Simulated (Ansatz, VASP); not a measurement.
**H11C5 in two plane-wave programs**

Aim: how closely do two programs agree when they are given the same cell, functional and k mesh? The structure shown is frame 267 of Ansatz's trajectory.

Main program and level: Ansatz 0.2.0; plane waves, with VASP 6.6.1 beside it; single point at PBE with D4.

### 1. The starting structure

The cell holds 64 atoms: 20 C and 44 H. Its edges and angles: a = 8.318 Å, b = 8.318 Å, c = 8.318 Å, α = 90.0°, β = 90.0°, γ = 90.0°. As first built, before any earlier steps moved the atoms (in the runner's words): 2 polyisobutylene chains of 2 units placed at random, at 0.821 g/cm^3; overlaps pushed apart, then 20 ps at 800 K with MMFF94 bonds, angles, torsions, charges and radii (Halgren, J. Comput. Chem. 17, 490 (1996)) in harmonic and 12-6 forms; charges of ions scaled by 0.8. Snapshot after 30 ps at 400 K and fixed volume.

### 2. Ansatz: dynamics, PBE with D4

Ansatz runs on its default PAW (the set named soft_2) files.

One frame of this run of dynamics is then solved in both programs, so the motion causes no difference.

input.yaml reads:

```yaml
crystal:
  lattice:
    - [8.31826, 0.0, 0.0]
    - [0.0, 8.31826, 0.0]
    - [0.0, 0.0, 8.31826]
  atoms:
    - { symbol: C, position: [0.59157, 0.16775, 0.10968] }
    - { symbol: C, position: [0.6202, 0.22368, 0.27847] }
    - { symbol: C, position: [0.49929, 0.18242, 0.40448] }
    - { symbol: C, position: [0.55378, 0.22918, 0.57468] }
    - { symbol: C, position: [0.48955, 0.00287, 0.42017] }
    - { symbol: C, position: [0.32445, 0.23996, 0.36434] }
    - { symbol: C, position: [0.27819, 0.4225, 0.36804] }
    - { symbol: C, position: [0.24325, 0.48113, 0.53623] }
    - { symbol: C, position: [0.11578, 0.44314, 0.27597] }
    - { symbol: C, position: [0.40804, 0.53854, 0.28761] }
    - { symbol: H, position: [0.47275, 0.18889, 0.05107] }
    - { symbol: H, position: [0.67221, 0.22166, 0.02189] }
    - { symbol: H, position: [0.634, 0.04851, 0.08954] }
    - { symbol: H, position: [0.73972, 0.16533, 0.30978] }
    - { symbol: H, position: [0.6548, 0.34907, 0.28455] }
    - { symbol: H, position: [0.46753, 0.18477, 0.66097] }
    - { symbol: H, position: [0.67118, 0.18404, 0.60926] }
    - { symbol: H, position: [0.56217, 0.35581, 0.5885] }
    - { symbol: H, position: [0.61612, 0.96128, 0.4362] }
    - { symbol: H, position: [0.4336, 0.94598, 0.5228] }
    - { symbol: H, position: [0.43393, 0.94714, 0.31069] }
    - { symbol: H, position: [0.23739, 0.1646, 0.43309] }
    - { symbol: H, position: [0.28894, 0.21792, 0.2431] }
    - { symbol: H, position: [0.20758, 0.60953, 0.53226] }
    - { symbol: H, position: [0.34301, 0.4648, 0.61019] }
    - { symbol: H, position: [0.1385, 0.41399, 0.5933] }
    - { symbol: H, position: [0.10907, 0.5671, 0.24049] }
    - { symbol: H, position: [0.11789, 0.38275, 0.16266] }
    - { symbol: H, position: [0.01868, 0.41149, 0.35019] }
    - { symbol: H, position: [0.49696, 0.57218, 0.37739] }
    - { symbol: H, position: [0.46713, 0.48085, 0.1863] }
    - { symbol: H, position: [0.35373, 0.64857, 0.25672] }
    - { symbol: C, position: [0.18251, 0.89054, 0.02488] }
    - { symbol: C, position: [0.14193, 0.90402, 0.85711] }
    - { symbol: C, position: [0.98084, 0.97691, 0.82815] }
    - { symbol: C, position: [0.97473, 0.01175, 0.64749] }
    - { symbol: C, position: [0.96707, 0.13726, 0.91252] }
    - { symbol: C, position: [0.83891, 0.86808, 0.88843] }
    - { symbol: C, position: [0.79303, 0.7002, 0.8515] }
    - { symbol: C, position: [0.91906, 0.55869, 0.87106] }
    - { symbol: C, position: [0.65842, 0.64126, 0.97024] }
    - { symbol: C, position: [0.7296, 0.6972, 0.68315] }
    - { symbol: H, position: [0.23106, 0.00519, 0.06529] }
    - { symbol: H, position: [0.08533, 0.86256, 0.09714] }
    - { symbol: H, position: [0.2758, 0.79309, 0.04517] }
    - { symbol: H, position: [0.23365, 0.98076, 0.81029] }
    - { symbol: H, position: [0.15056, 0.79117, 0.78859] }
    - { symbol: H, position: [0.95088, 0.14174, 0.62772] }
    - { symbol: H, position: [0.08983, 0.0096, 0.58512] }
    - { symbol: H, position: [0.87903, 0.96282, 0.58692] }
    - { symbol: H, position: [0.94395, 0.12243, 0.04069] }
    - { symbol: H, position: [0.8639, 0.20746, 0.852] }
    - { symbol: H, position: [0.06494, 0.20989, 0.90219] }
    - { symbol: H, position: [0.84714, 0.86981, 0.02099] }
    - { symbol: H, position: [0.72667, 0.938, 0.88332] }
    - { symbol: H, position: [0.95449, 0.5538, 0.00443] }
    - { symbol: H, position: [0.02246, 0.56985, 0.78194] }
    - { symbol: H, position: [0.88351, 0.43797, 0.82932] }
    - { symbol: H, position: [0.69277, 0.65182, 0.10026] }
    - { symbol: H, position: [0.55462, 0.70702, 0.95058] }
    - { symbol: H, position: [0.63975, 0.50972, 0.96416] }
    - { symbol: H, position: [0.82224, 0.71515, 0.59179] }
    - { symbol: H, position: [0.64516, 0.78692, 0.66032] }
    - { symbol: H, position: [0.67388, 0.57263, 0.64408] }
kpoints:
  mp_grid: { grid: [1, 1, 1] }
hamiltonian:
  xc: pbe
  dispersion: d4
scf:
  occupations: { method: fermi_dirac, width: 0.05 }
output:
  forces: true
md:
  timestep: 0.5
  n_steps: 800
  ensemble: nvt_nose_hoover
  temperature: 400
  initial_velocities: maxwell_boltzmann
  seed: 2996
```

Launch:

```sh
ansatz run input.yaml --threads 4 --pin off --max-ram 8192MiB --backend cpu --events-out ev --progress --plain --runs-dir out
```

Numbers of over 12 decimals in the logs are rounded to 6 here.

Output:

```text
Warning: md: disabling space-group detection — thermal motion breaks the input geometry's symmetry, so no spatial operation reduces the k-mesh or symmetrises the density; time reversal is kept, so that k and −k are solved as one point where they differ and the mesh holds both, and exact exchange and, on two spinor components, a DFT+U term hold to it where the run has them: on two components no moment then forms, and  [...]
Engine: ansatz 0.2.0, aarch64-unknown-linux-gnu
Pseudopotentials: kind: paw
Pseudopotential: C, paw, valence charge 4, recommended cutoff 420 eV (normal), C.paw.azcp
Pseudopotential: H, paw, valence charge 1, recommended cutoff 420 eV (normal), H.paw.azcp
Functional definition: PBE
  parameter kappa = 0.804
  parameter beta = 0.066725
  exchange = pbe_x(kappa = kappa, mu = beta*pi^2/3)
  correlation = pbe_c(beta = beta)
Crystal: 64 atoms, lattice volume = 575.569 Å³
Basis set: ecut = 420 eV, 11123 PW (Γ), exchange–correlation on 120×120×120 points (8 copies of the dense FFT grid, shifted against one another)
Bands: 126, of which v1, the nominal top of the filled ones, is band 62 counted from 1 (61 counted from 0)
Symmetry: 1 space group operations
k-points: 1
Non-local potential: C, projectors of the file, l = 0: 2, l = 1: 2, l = 2: 1
Non-local potential: H, projectors of the file, l = 0: 2, l = 1: 1
PAW form: soft (Blöchl's): semilocal exchange-correlation on the pseudo side does not see the compensation charge
PAW one-centre angular grid: C, 110 points (default); XC on 64 Gauss nodes
PAW one-centre angular grid: H, 110 points (default); XC on 64 Gauss nodes
Initial density: superposition of atomic densities (neutral atoms: chi_scale 0, normalization atom), corrected by the library's trained network
Initial wavefunctions: pseudopotential atomic-orbital guess
Functional: x = pbe(κ = 0.804, μ = 0.219515), c = pbe(β = 0.066725)
SCF iter   1: F=—  HF=-5727.636190 eV  |F-HF|=—  |Δ(HF+E_count)|=         —  Δρ=4.39e-3  dr2=1.08e-1  ethr=1.77e-3  ⟨swp⟩=6.0  Hψ=602  notcnv=0  defer=19
preconditioner: auto → Resta (q_TF=auto, 2.112 Å⁻¹)  ε∞=2.2  [insulator: Δε(μ)=5.611 eV  Ē_g=15.600 eV  σ=0.050 eV  W_gap=1.00  n_scr=80 (ndim 8)  ℏωp=17.2 eV  f_vac=0.213  D(μ)=0.00/eV (n_scr^D=0)  ε∞_Penn≈2.2]
SCF iter   2: F=—  HF=-5727.633325 eV  |F-HF|=—  |Δ(HF+E_count)|=   2.86e-3  Δρ=1.86e-3  dr2=2.25e-2  ethr=8.69e-5  ⟨swp⟩=3.0  Hψ=214  notcnv=0  defer=57
SCF iter   3: F=—  HF=-5727.642112 eV  |F-HF|=—  |Δ(HF+E_count)|=   8.79e-3  Δρ=6.62e-4  dr2=3.28e-3  ethr=1.82e-5  ⟨swp⟩=3.0  Hψ=138  notcnv=0  defer=57
SCF iter   4: F=—  HF=-5727.643112 eV  |F-HF|=—  |Δ(HF+E_count)|=   1.00e-3  Δρ=1.63e-4  dr2=2.51e-4  ethr=2.65e-6  ⟨swp⟩=2.0  Hψ=120  notcnv=0  defer=57
SCF iter   5: F=—  HF=-5727.643101 eV  |F-HF|=—  |Δ(HF+E_count)|=   1.09e-5  Δρ=5.43e-5  dr2=2.46e-5  ethr=2.02e-7  ⟨swp⟩=2.0  Hψ=127  notcnv=0  defer=57
SCF iter   6: F=—  HF=-5727.643643 eV  |F-HF|=—  |Δ(HF+E_count)|=   5.42e-4  Δρ=2.01e-5  dr2=2.49e-6  ethr=1.99e-8  ⟨swp⟩=2.0  Hψ=130  notcnv=0  defer=57
SCF iter   7: F=—  HF=-5727.643642 eV  |F-HF|=—  |Δ(HF+E_count)|=   1.07e-6  Δρ=4.28e-6  dr2=1.20e-7  ethr=2.01e-9  ⟨swp⟩=2.0  Hψ=128  notcnv=0  defer=57
SCF iter   8: F=-5727.643642 eV  HF=-5727.643642 eV  |F-HF|=1.31e-8  |Δ(HF+E_count)|=   3.78e-8  Δρ=1.59e-6  dr2=1.93e-8  ethr=5.16e-11  ⟨swp⟩=5.0  Hψ=301  notcnv=0
SCF 1 converged in 8 iterations: F = -5727.643642 eV  dr2 = 1.93e-8
  greatest PAW one-centre occupation: 0.669 electrons in one spin orbital (limit 2), on the C atom at site 32 (counted from 0), in its partial waves of l = 0
md step     0: t =     0.00 fs  T =   400.0 K  F+E_penalty+E_count = -5727.64364227 eV  E_kin = 3.257352 eV  conserved = -5724.38629030 eV  (8 SCF iters)
[... from here on, the SCF cycles and remarks between the steps are left out ...]
md step   792: t =   396.00 fs  T =   329.2 K  F+E_penalty+E_count = -5728.02131749 eV  E_kin = 2.680776 eV  conserved = -5724.38905733 eV  (3 SCF iters, 3 dispersion substeps)
md step   793: t =   396.50 fs  T =   337.8 K  F+E_penalty+E_count = -5728.09058760 eV  E_kin = 2.750998 eV  conserved = -5724.39027824 eV  (4 SCF iters, 3 dispersion substeps)
md step   794: t =   397.00 fs  T =   352.1 K  F+E_penalty+E_count = -5728.20620553 eV  E_kin = 2.866940 eV  conserved = -5724.39220606 eV  (4 SCF iters, 3 dispersion substeps)
md step   795: t =   397.50 fs  T =   368.3 K  F+E_penalty+E_count = -5728.33824977 eV  E_kin = 2.999335 eV  conserved = -5724.39420683 eV  (4 SCF iters, 3 dispersion substeps)
md step   796: t =   398.00 fs  T =   382.8 K  F+E_penalty+E_count = -5728.45565081 eV  E_kin = 3.117633 eV  conserved = -5724.39575476 eV  (3 SCF iters, 3 dispersion substeps)
md step   797: t =   398.50 fs  T =   392.7 K  F+E_penalty+E_count = -5728.53454594 eV  E_kin = 3.198216 eV  conserved = -5724.39658069 eV  (3 SCF iters, 3 dispersion substeps)
md step   798: t =   399.00 fs  T =   396.5 K  F+E_penalty+E_count = -5728.56271256 eV  E_kin = 3.228819 eV  conserved = -5724.39668449 eV  (4 SCF iters, 3 dispersion substeps)
md step   799: t =   399.50 fs  T =   394.0 K  F+E_penalty+E_count = -5728.53978566 eV  E_kin = 3.208850 eV  conserved = -5724.39625418 eV  (4 SCF iters, 3 dispersion substeps)
md step   800: t =   400.00 fs  T =   386.4 K  F+E_penalty+E_count = -5728.47447779 eV  E_kin = 3.146754 eV  conserved = -5724.39552230 eV  (7 SCF iters, 3 dispersion substeps)
SCF converged after 7 iterations
Free energy (F): -5728.474478 eV
Harris-Foulkes:  -5728.474478 eV  (|F-HF|=1.07e-8)
Internal energy: -5728.474478 eV  (E = F + TS)
E sigma→0 (E₀):  -5728.474478 eV
Fermi energy:    0.901124 eV
--- Per-component energies (eV) ---
  E_band       = -856.185036
  E_kinetic    = 2422.633784
  E_local      = -7080.579986  (includes V_loc(G=0)·N_el)
  E_nonlocal   = 610.144845
  E_hartree    = 2530.256907
  E_xc         = -1359.818891
  E_vxc        = -1703.779506  (∫ρ·V_xc dr)
  E_paw        = -2010.164893  (= ΣΔE_a)
  E_vpaw       = -165.055989  (= ΣTr[D̂ρ^β])
  E_aug_tail   = -0.060565  (compensation charges beyond the density's cutoff)
  E_ewald      = -838.062333
  E_disp       = -2.823346  (pairwise vdW)
  E_smearing   = -0.000000  (= −TS)
  E_closure    = -0.000000  (closes the sum)
  Σ components = -5728.474478   (vs F -5728.474478, Δ=0.00e0)
--- Forces (eV/Å), atoms counted from 1 ---
  atom   1  C     -0.72733606    -1.32700691    -1.89588267
  atom   2  C     -0.09699489    -0.43608867     0.66517938
  atom   3  C      0.46892722     0.95389118    -0.31968463
  atom   4  C      0.41928694     0.73389009    -0.18480173
  atom   5  C      0.87190532    -1.66191899     0.83400715
  atom   6  C     -1.85517577     0.99040068    -1.00584932
  atom   7  C      1.56507347     0.21886540    -0.59270935
  atom   8  C      0.89541393    -0.53007030     0.22743616
  atom   9  C     -0.91572886    -0.42475453    -0.53073635
  atom  10  C      0.13567112     0.47917514     0.36800118
  atom  11  H      0.29257531     0.16601818     0.16398903
  atom  12  H     -0.16583326     0.07109807     0.89701938
  atom  13  H     -0.02125959     0.69652443     0.59492065
  atom  14  H      0.68547984    -0.24391644     0.28016542
  atom  15  H      0.02279968     0.40933595     0.32540903
  atom  16  H     -0.32954086     0.55699016    -1.34132237
  atom  17  H     -0.53129580    -0.24342256     0.42253292
  atom  18  H     -0.29212892    -0.93265434     0.14648939
  atom  19  H     -0.27636200     0.12287731    -0.02774363
  atom  20  H     -0.00879175     0.23777625    -0.78929371
  atom  21  H      0.05263527     0.42377522     0.06754348
  atom  22  H      0.10913038    -0.02758547     0.14006403
  atom  23  H      0.27179647     0.32054084     0.60771847
  atom  24  H      0.00669350     0.65116773     0.02391855
[...]
atom  57  H      0.36243668     0.18486055    -0.20915398
  atom  58  H     -0.23538308     0.12280254     0.37716563
  atom  59  H     -0.39922676    -0.32869057    -1.28229581
  atom  60  H     -0.92438609     0.88320360     0.14703000
  atom  61  H      0.45388713     1.45658307    -0.16649982
  atom  62  H      0.31455110    -0.43330497    -0.24392164
  atom  63  H     -1.14253166     1.12809158     0.17729188
  atom  64  H     -0.40858154    -0.67663638    -0.43648643
  max |Σ_I F_I| component: 1.21e-4 eV/Å
--- MD trajectory: 800 steps, t = 0.0 → 400.0 fs ---
  final state: T = 386.4 K   F+E_penalty+E_count = -5728.47447779 eV   E_kin = 3.146754 eV
  conserved energy: peak-to-peak 1.379e-2 eV (2.155e-4 eV/atom) over 400.0 fs
```

The column dr2 measures how far the density is from self-consistency, as an energy; F and HF (Harris–Foulkes) agree once it is small.

(Continued in part 2 of 2.)

[Lines on the potential files, build, host, timing and source positions are cut from VASP's logs without a mark.]

[Logs are printed without paths, hosts, clocks, repeated set-up lines and the standing remarks that a program may print on its own settings, such as how far it seeks lower states.]

[Hosts, paths, dates, database ids (printed as entryN), source tags and the programs' standing remarks are cut or masked in the printed files.]

[The MMFF94 radii named for the starting cell were scaled by 0.96; in molecules described by MMFF94, hydrogen bound to N, O or S took a small fixed 12-6 site in their place.]
